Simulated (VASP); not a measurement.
Method: PBE GGA, VASP's PBE PAW potentials (set 64) (plane waves; VASP 6.6.1).

The input files of a VASP run:

### KPOINTS
```
Automatic mesh
0
Gamma
10 10 6
0 0 0
```

**INCAR**
```
SYSTEM  =  BN
PREC  =  Accurate; ENCUT  =  600; LREAL  =  .False.
LASPH  =  .True.
EDIFF  =  1E-7; NELM  =  100; ALGO  =  Normal
ISMEAR  =  0; SIGMA  =  0.05
GGA  =  PE
ISIF  =  2
LWAVE  =  .False.; LCHARG  =  .False.
```

File POSCAR:
```
BN
1
    1.2775625614    -2.2128034879     0.0000000000
    1.2775625614     2.2128034879     0.0000000000
    0.0000000000     0.0000000000     4.2254280639
B N
2 2
Direct
  0.6666670000   0.3333330000   0.5002373476
  0.3333330000   0.6666670000   0.0002373476
  0.6666670000   0.3333330000   0.8747626524
  0.3333330000   0.6666670000   0.3747626524
```

POTCAR, in this order: B N (PBE.64 set). Program: vasp_std.

The run wrote:

### OSZICAR
```
       N       E                     dE             d eps       ncg     rms          rms(c)
DAV:   1     0.588457314294E+02    0.58846E+02   -0.94361E+03  1344   0.145E+03
DAV:   2    -0.339346478006E+02   -0.92780E+02   -0.85464E+02  1904   0.309E+02
DAV:   3    -0.367342277763E+02   -0.27996E+01   -0.27889E+01  1780   0.528E+01
DAV:   4    -0.367508834491E+02   -0.16656E-01   -0.16645E-01  1696   0.418E+00
DAV:   5    -0.367510638402E+02   -0.18039E-03   -0.18036E-03  1736   0.414E-01    0.938E+00
DAV:   6    -0.350034147864E+02    0.17476E+01   -0.47912E+00  1716   0.191E+01    0.447E+00
DAV:   7    -0.348695698906E+02    0.13384E+00   -0.22429E-01  1600   0.513E+00    0.268E+00
DAV:   8    -0.348406618897E+02    0.28908E-01   -0.74020E-02  1532   0.256E+00    0.235E-01
DAV:   9    -0.348396034182E+02    0.10585E-02   -0.25327E-03  1748   0.589E-01    0.123E-01
DAV:  10    -0.348398624115E+02   -0.25899E-03   -0.40678E-04  1608   0.203E-01    0.277E-02
DAV:  11    -0.348398667308E+02   -0.43193E-05   -0.72316E-05  1712   0.768E-02    0.137E-02
DAV:  12    -0.348398677020E+02   -0.97118E-06   -0.90138E-06  1720   0.298E-02    0.241E-03
DAV:  13    -0.348398678599E+02   -0.15788E-06   -0.16208E-07  1236   0.504E-03    0.535E-04
DAV:  14    -0.348398678642E+02   -0.43392E-08   -0.14639E-08  1008   0.147E-03
   1 F= -.34839868E+02 E0= -.34839868E+02  d E =-.614572E-17
```

File OUTCAR:
```
------------------------ aborting loop because EDIFF is reached ----------------------------------------
  FORCE on cell =-STRESS in cart. coord.  units (eV):
  Direction    XX          YY          ZZ          XY          YZ          ZX
  --------------------------------------------------------------------------------------
  Total       -0.0442264     -0.0442264     -0.0453425      0.0000000      0.0000000     -0.0000000
  in kB       -2.9659695     -2.9659701     -3.0408149      0.0000000      0.0000000     -0.0000000
  external PRESSURE =      -2.9909182 kB  Pullay stress =       0.0000000 kB
  volume of cell :       23.89
      direct lattice vectors                 reciprocal lattice vectors
     1.277562561 -2.212803488  0.000000000     0.391370266 -0.225957706  0.000000000
     1.277562561  2.212803488  0.000000000     0.391370266  0.225957706  0.000000000
     0.000000000  0.000000000  4.225428064     0.000000000  0.000000000  0.236662413
  FREE ENERGIE OF THE ION-ELECTRON SYSTEM (eV)
  ---------------------------------------------------
  free  energy   TOTEN  =       -34.8398678642 eV

  energy  without entropy=      -34.8398678642  energy(sigma->0) =      -34.83986786
```
(Selected blocks of OUTCAR.)

The compound is BN in the wurtzite structure, a metastable high-pressure form. It was relaxed first.
